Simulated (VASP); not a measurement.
Elastic constants (GPa) of a crystal from r2SCAN meta-GGA, VASP's PBE PAW potentials (set 64) (VASP):

|  | xx | yy | zz | yz | xz | xy |
|---|---|---|---|---|---|---|
| xx | 88.9 | 14.4 | 14.4 | 0.0 | 0.0 | 0.0 |
| yy | 14.4 | 88.9 | 14.4 | 0.0 | 0.0 | 0.0 |
| zz | 14.4 | 14.4 | 88.9 | 0.0 | 0.0 | 0.0 |
| yz | 0.0 | 0.0 | 0.0 | 22.2 | 0.0 | 0.0 |
| xz | 0.0 | 0.0 | 0.0 | 0.0 | 22.2 | 0.0 |
| xy | 0.0 | 0.0 | 0.0 | 0.0 | 0.0 | 22.2 |

Problem. Work out the Voigt, Reuss and Hill moduli, Young's modulus and Poisson's ratio.

Solution. All eigenvalues are positive (smallest 22.2 GPa), so the crystal is stable. K_V = (C11+C22+C33+2(C12+C13+C23))/9 = (266.7 + 2×43.2)/9 = 39.2 GPa; G_V = (266.7 − 43.2 + 3×66.6)/15 = 28.2 GPa. From the compliances, K_R = 39.2 GPa and G_R = 26.5 GPa. Hill: K = 39.2 GPa, G = 27.3 GPa, E = 9KG/(3K+G) = 66.6 GPa, ν = (3K−2G)/(2(3K+G)) = 0.217. K/G = 1.43, below Pugh's 1.75; universal anisotropy A^U = 0.33.

Problem. With a density of 1.95 g/cm³, what are the mean sound speeds?

Solution. v_l = √((K+4G/3)/ρ) = 6.23 km/s and v_t = √(G/ρ) = 3.74 km/s. The crystal is Ca2Si (space group Fm-3m), cubic.

The structure comes from a computed database's Ca2Si entry (Fm-3m); how it stands against other phases isn't given here. It was relaxed first.
